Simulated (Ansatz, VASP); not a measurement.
# Cross-check of MnPt between VASP and Ansatz, part 2 of 2

Aim: how closely do two programs agree when they are given the same cell, functional and k mesh? The cell is a member of a volume series, scaled by 0.94 from a relaxed one, so a pressure remains.

VASP 6.6.1 and Ansatz 0.2.0.

So far. Step 3 (Ansatz: single point, PBEsol with D3(BJ), volume scaled …): The run ends at a pressure of 17.04 GPa.

### Step 4. Side by side

Known differences besides the potentials themselves: the data sets hold 66 valence electrons in Ansatz (default PAW (the set named soft_2) files) and 46 in VASP; the cutoff is 420 eV in Ansatz and 400 eV in VASP; Ansatz makes its cores anew for this functional, VASP keeps those of its PBE data sets; site moments are counted in spheres of each program's own size. Total energies have different zeros and are not compared.

Compared:

```
                                        quantity  Ansatz   VASP  difference
                                  pressure (GPa)   17.04  16.31       +0.73
pressure without Ansatz's Pulay correction (GPa)   16.97  16.31       +0.65
                              moment on Mn1 (μB)    3.25   3.30       -0.05
                              moment on Mn2 (μB)   -3.25  -3.30       +0.05
```

Ansatz's pressure holds a Pulay correction of 0.08 GPa; VASP's holds none.

### Step 5. VASP: single point, PBEsol with D3(BJ), volume scaled by 1.04

A single point gives forces, pressure and levels at one fixed geometry, so differences don't come from the geometry; what else differs is listed under the comparison. The cell compared in this pair holds 56.22 Å³, against 50.82 Å³ for the pair before.

File INCAR:

```
SYSTEM = MnPt
PREC = Accurate
ENCUT = 400
EDIFF = 1E-06
NELM = 100
ISMEAR = 1
SIGMA = 0.2
LREAL = .FALSE.
ALGO = Normal
GGA = PS
IVDW = 12
NBANDS = 31
ISPIN = 2
MAGMOM = 3.465 -3.465 0 0
LASPH = .TRUE.
LMAXMIX = 4
LORBIT = 11
LWAVE = .FALSE.
LCHARG = .FALSE.
KPAR = 4
ISIF = 2
```

File POSCAR:

```
MnPt
1.0
    5.5113255770      0.0000000000      0.0000000000
    2.7556627884      2.7556627884      0.0000000000
    0.0000000000      0.0000000000      3.7020186804
Mn Pt
2 2
Direct
    0.0000000000      0.0000000000      0.0000000000
    0.5000000000      0.0000000000      0.0000000000
    0.0000000000      0.5000000000      0.5000000000
    0.5000000000      0.5000000000      0.5000000000
```

File KPOINTS:

```
Automatic mesh
0
Gamma
7 7 5
0 0 0
```

Potentials, in the order of the species: Mn_pv and Pt (PBE family, release 64).

On the command line:

```
mpirun -np 4 vasp_std
```

Numbers of over 12 decimals in the logs are rounded to 6 here.

What it wrote:

```text
[banner, memory and clock lines left out]
running    4 mpi-ranks, on    1 nodes
[...]
[... a notice as in an earlier step ...]

 LDA part: xc-table for (Slater+PW92), standard interpolation
 POSCAR, INCAR and KPOINTS ok, starting setup
[...]
entering main loop
       N       E                     dE             d eps       ncg     rms          rms(c)
DAV:   1     0.412699792060E+03    0.41270E+03   -0.21573E+04  3944   0.146E+03
DAV:   2    -0.157335900336E+02   -0.42843E+03   -0.40023E+03  3965   0.422E+02
DAV:   3    -0.382024801661E+02   -0.22469E+02   -0.21284E+02  4208   0.107E+02
DAV:   4    -0.385932538099E+02   -0.39077E+00   -0.38984E+00  4084   0.139E+01
[...]
DAV:  14    -0.349828967709E+02   -0.16899E-04   -0.11154E-04  4188   0.887E-02    0.241E-02
DAV:  15    -0.349828933246E+02    0.34463E-05   -0.15462E-05  3839   0.356E-02    0.565E-03
DAV:  16    -0.349828932369E+02    0.87739E-07   -0.96937E-07  2028   0.739E-03
   1 F= -.36997069E+02 E0= -.36999631E+02  d E =0.768553E-02  mag=     0.0000
```

From OUTCAR (step 5):

```text
 Edisp (eV)   -2.01418

  Total      -2.72549    -2.72549    -2.95427     0.00000    -0.00000    -0.00000
  in kB     -77.66658   -77.66658   -84.18608     0.00000    -0.00000    -0.00000
  external pressure =      -79.84 kB  Pullay stress =        0.00 kB

 POSITION                                       TOTAL-FORCE (eV/Angst)
 -----------------------------------------------------------------------------------
      0.00000      0.00000      0.00000        -0.000000     -0.000000     -0.000000
      2.75566      0.00000      0.00000        -0.000000     -0.000000      0.000000
      1.37783      1.37783      1.85101         0.000000      0.000000     -0.000000
      4.13349      1.37783      1.85101         0.000000      0.000000     -0.000000
 -----------------------------------------------------------------------------------
    total drift:                                0.000000      0.000000     -0.000000

  FREE ENERGIE OF THE ION-ELECTRON SYSTEM (eV)
  ---------------------------------------------------
  free  energy   TOTEN  =       -36.9970692848 eV

  energy  without entropy=      -37.0047548191  energy(sigma->0) =      -36.99963113

 magnetization (x)
# of ion       s       p       d       tot
------------------------------------------
    1        0.028   0.054   3.477   3.559
    2       -0.028  -0.054  -3.477  -3.559
    3        0.000   0.000   0.000   0.000
    4        0.000   0.000   0.000   0.000
--------------------------------------------------
tot          0.000   0.000   0.000   0.000

[... 1 part as in an earlier step ...]

[... 2 further parts left out ...]
[key lines of the parts left out:]
E-fermi :  10.5525
```

The run ends at a pressure of -7.98 GPa.

### Step 6. Ansatz: single point, PBEsol with D3(BJ), volume scaled by 1.04

The same cell, functional, mesh and smearing now go to Ansatz, which takes its cutoff from its data sets.

The cell is a member of a volume series, scaled by 1.04 from a relaxed one, so a pressure remains.

File input.yaml:

```yaml
crystal:
  lattice:
    - [5.511325577, 0.0, 0.0]
    - [2.7556627884, 2.7556627884, 0.0]
    - [0.0, 0.0, 3.7020186804]
  atoms:
    - { symbol: Mn, position: [0.0, 0.0, 0.0], spin: 3.465 }
    - { symbol: Mn, position: [0.5, 0.0, 0.0], spin: -3.465 }
    - { symbol: Pt, position: [0.0, 0.5, 0.5] }
    - { symbol: Pt, position: [0.5, 0.5, 0.5] }
hamiltonian:
  xc: pbesol
  pseudopotentials: { kind: paw }
  dispersion: d3bj
magnetization:
  spin_polarized: true
kpoints:
  mp_grid: { grid: [7, 7, 5] }
scf:
  occupations: { method: methfessel_paxton, width: 0.2 }
  n_extra_bands: 10
output:
  forces: true
  stress: true
  eigenvalues: true
```

On the command line:

```
ansatz run input.yaml --threads 2 --pin off --max-ram 4608MiB --backend cpu --events-out ev --progress --plain --runs-dir out
```

What it wrote:

```text
[...]
Crystal: 4 atoms, lattice volume = 56.224 Å³
Basis set: ecut = 420 eV, 1101 PW (Γ), exchange–correlation on 80×54×50 points (8 copies of the dense FFT grid, shifted against one another)
Bands: 43, of which v1, the nominal top of the filled ones, is band 33 counted from 1 (32 counted from 0)
Symmetry: 16 space group operations
[...]
k-point 1 ↑: bands = [... 29 lower, 19.1311, 19.7645, 20.7566, 20.8652, 21.4079, 21.4079, 21.7840, 21.9714, ... 6 higher]
  k-point 2 ↑: bands = [... 29 lower, 18.4450, 18.8027, 19.4496, 20.7195, 20.7195, 20.8687, 21.1660, 21.7200, ... 6 higher]
  k-point 29 ↓: bands = [... 29 lower, 18.2476, 18.5801, 18.8601, 19.0915, 21.3421, 21.3707, 21.4086, 21.5259, ... 6 higher]
[key lines of the parts left out:]
SCF converged after 13 iterations
Magnetization: 0.0000 μB (33.0000 up, 33.0000 down)
Free energy (F): -32508.801174 eV
Fermi energy:    20.798663 eV
P = ⅓ Tr σ = -7.3418 GPa (-73.418 kbar)
```

Elapsed: 5.8 s, on 2 threads of Intel Xeon at 2.80GHz (Skylake/Cascade Lake), shared host; peak memory 0.52 GiB; 10 s of CPU time.

The run ends at a pressure of -7.34 GPa.

### Step 7. Side by side

The two programs side by side:

```
                                        quantity  Ansatz   VASP  difference
                                  pressure (GPa)   -7.34  -7.98       +0.64
pressure without Ansatz's Pulay correction (GPa)   -7.41  -7.98       +0.58
                              moment on Mn1 (μB)    3.55   3.56       -0.01
                              moment on Mn2 (μB)   -3.55  -3.56       +0.01
```

Ansatz's pressure holds a Pulay correction of 0.06 GPa; VASP's holds none.

### Step 8. VASP: single point, PBEsol with D3(BJ), volume scaled by 1.06

With cell and atoms fixed, the geometry can't cause a difference; cores, projectors, grids and the points listed under the comparison can. The cell compared in this pair holds 57.31 Å³, against 56.22 Å³ for the pair before.

INCAR is that of step 5.

File POSCAR:

```
MnPt
1.0
    5.5464305080      0.0000000000      0.0000000000
    2.7732152539      2.7732152539      0.0000000000
    0.0000000000      0.0000000000      3.7255990529
Mn Pt
2 2
Direct
    0.0000000000      0.0000000000      0.0000000000
    0.5000000000      0.0000000000      0.0000000000
    0.0000000000      0.5000000000      0.5000000000
    0.5000000000      0.5000000000      0.5000000000
```

KPOINTS is that of step 5.

On the command line:

```
mpirun -np 4 vasp_std
```

What it wrote:

```text
[... set-up lines as in an earlier step ...]
 entering main loop
       N       E                     dE             d eps       ncg     rms          rms(c)
DAV:   1     0.412932040961E+03    0.41293E+03   -0.21659E+04  4000   0.145E+03
DAV:   2    -0.155003259257E+02   -0.42843E+03   -0.40077E+03  3944   0.421E+02
DAV:   3    -0.381947803127E+02   -0.22694E+02   -0.21403E+02  4144   0.106E+02
DAV:   4    -0.385935037909E+02   -0.39872E+00   -0.39763E+00  4127   0.140E+01
[...]
DAV:  14    -0.349607151878E+02   -0.16758E-04   -0.96899E-05  4174   0.757E-02    0.233E-02
DAV:  15    -0.349607110696E+02    0.41182E-05   -0.14751E-05  3881   0.328E-02    0.622E-03
DAV:  16    -0.349607109187E+02    0.15087E-06   -0.12403E-06  2081   0.813E-03
   1 F= -.36936488E+02 E0= -.36938660E+02  d E =0.651531E-02  mag=     0.0000
```

From OUTCAR (step 8):

```text
 Edisp (eV)   -1.97578

  Total      -3.94233    -3.94233    -4.28248     0.00000     0.00000    -0.00000
  in kB    -110.22250  -110.22250  -119.73268     0.00000     0.00000    -0.00000
  external pressure =     -113.39 kB  Pullay stress =        0.00 kB

 POSITION                                       TOTAL-FORCE (eV/Angst)
 -----------------------------------------------------------------------------------
      0.00000      0.00000      0.00000         0.000000     -0.000000      0.000000
      2.77322      0.00000      0.00000        -0.000000      0.000000     -0.000000
      1.38661      1.38661      1.86280         0.000000     -0.000000      0.000000
      4.15982      1.38661      1.86280        -0.000000     -0.000000      0.000000
 -----------------------------------------------------------------------------------
    total drift:                                0.000000      0.000000     -0.000000

  FREE ENERGIE OF THE ION-ELECTRON SYSTEM (eV)
  ---------------------------------------------------
  free  energy   TOTEN  =       -36.9364881557 eV

  energy  without entropy=      -36.9430034688  energy(sigma->0) =      -36.93865993

 magnetization (x)
# of ion       s       p       d       tot
------------------------------------------
    1        0.028   0.054   3.519   3.601
    2       -0.028  -0.054  -3.519  -3.601
    3        0.000   0.000   0.000   0.000
    4        0.000   0.000   0.000   0.000
--------------------------------------------------
tot          0.000   0.000  -0.000  -0.000

[... 1 part as in an earlier step ...]

[... 2 further parts left out ...]
[key lines of the parts left out:]
E-fermi :  10.2587
```

The run ends at a pressure of -11.34 GPa.

### Step 9. Ansatz: single point, PBEsol with D3(BJ), volume scaled by 1.06

The same cell, functional, mesh and smearing now go to Ansatz, which takes its cutoff from its data sets.

The cell is a member of a volume series, scaled by 1.06 from a relaxed one, so a pressure remains.

input.yaml, the sections that differ from step 6:

```yaml
crystal:
  lattice:
    - [5.546430508, 0.0, 0.0]
    - [2.7732152539, 2.7732152539, 0.0]
    - [0.0, 0.0, 3.7255990529]
  atoms:
    - { symbol: Mn, position: [0.0, 0.0, 0.0], spin: 3.465 }
    - { symbol: Mn, position: [0.5, 0.0, 0.0], spin: -3.465 }
    - { symbol: Pt, position: [0.0, 0.5, 0.5] }
    - { symbol: Pt, position: [0.5, 0.5, 0.5] }
output:
  forces: true
  stress: true
  eigenvalues: true
  write_density: true
  write_potential: true
  elf: true
  volumetric_format: npy
# hamiltonian, magnetization, kpoints, scf: as in step 6
```

On the command line:

```
ansatz run input.yaml --threads 2 --pin off --max-ram 4608MiB --backend cpu --events-out ev --progress --plain --runs-dir out
```

What it wrote:

```text
[...]
Crystal: 4 atoms, lattice volume = 57.305 Å³
Basis set: ecut = 420 eV, 1125 PW (Γ), exchange–correlation on 80×54×50 points (8 copies of the dense FFT grid, shifted against one another)
Bands: 43, of which v1, the nominal top of the filled ones, is band 33 counted from 1 (32 counted from 0)
Symmetry: 16 space group operations
[...]
k-point 1 ↑: bands = [... 29 lower, 18.6518, 19.2724, 20.2652, 20.3578, 20.9306, 20.9306, 21.2990, 21.4882, ... 6 higher]
  k-point 2 ↑: bands = [... 29 lower, 17.9596, 18.3404, 18.9867, 20.2702, 20.2702, 20.3612, 20.6935, 21.2664, ... 6 higher]
  k-point 29 ↓: bands = [... 29 lower, 17.7987, 18.0951, 18.3760, 18.6446, 20.8452, 20.8859, 20.9496, 21.0599, ... 6 higher]
[key lines of the parts left out:]
SCF converged after 13 iterations
Magnetization: 0.0000 μB (33.0000 up, 33.0000 down)
Free energy (F): -32508.740008 eV
Fermi energy:    20.313591 eV
P = ⅓ Tr σ = -10.7148 GPa (-107.148 kbar)
```

The job ended after 5.9 s (2 threads; peak memory 0.53 GiB; 11 s of CPU time).

The run ends at a pressure of -10.71 GPa.

### Step 10. Side by side

Both answers:

```
                                        quantity  Ansatz    VASP  difference
                                  pressure (GPa)  -10.71  -11.34       +0.62
pressure without Ansatz's Pulay correction (GPa)  -10.78  -11.34       +0.56
                              moment on Mn1 (μB)    3.60    3.60        0.00
                              moment on Mn2 (μB)   -3.60   -3.60        0.00
```

Ansatz's pressure holds a Pulay correction of 0.06 GPa; VASP's holds none.

### Step 11. Further runs

Further runs change the set-up of one program: Ansatz's method, potentials or start, or VASP's data sets, cutoff or form of LDA. The table gives Ansatz less VASP for each quantity, since a change that brings one quantity closer may part another. Site moments also change with the sphere that a data set brings.

```
                              run  pressure (GPa)  moment on Mn1 (μB)  moment on Mn2 (μB)
                         as above            0.62             -0.0050              0.0050
Ansatz's all-electron LAPW method            0.63               0.066              -0.066
```

### Step 12. What came out

* difference in moment on Mn1 (single point, PBEsol with D3(BJ), volume scaled by 0.94): -0.046 μB
* difference in pressure (single point, PBEsol with D3(BJ), volume scaled by 0.94): 0.73 GPa
* difference in moment on Mn1 (single point, PBEsol with D3(BJ), volume scaled by 1.04): -0.012 μB
* difference in pressure (single point, PBEsol with D3(BJ), volume scaled by 1.04): 0.64 GPa
* difference in moment on Mn1 (single point, PBEsol with D3(BJ), volume scaled by 1.06): -0.0050 μB
* difference in pressure (single point, PBEsol with D3(BJ), volume scaled by 1.06): 0.62 GPa

In words: The difference in pressure is 0.73 GPa (single point, PBEsol with D3(BJ), volume scaled by 0.94), within the 1 GPa picked in this series as the mark of a large difference. Single point, PBEsol with D3(BJ), volume scaled by 1.06, Ansatz's all-electron LAPW method: the difference in moment on Mn1 goes from -0.0050 to 0.066 μB; the difference in moment on Mn2 goes from 0.0050 to -0.066 μB. 1 further run of this series is not shown here. How closely two codes agree says nothing of how well the functional describes the real material.

[Lines on the potential files, build, host, timing and source positions are cut from VASP's logs without a mark.]

[Logs are printed without paths, hosts, clocks, repeated set-up lines and the standing remarks that a program may print on its own settings, such as how far it seeks lower states.]

[Hosts, paths, dates, database ids (printed as entryN), source tags and the programs' standing remarks are cut or masked in the printed files.]
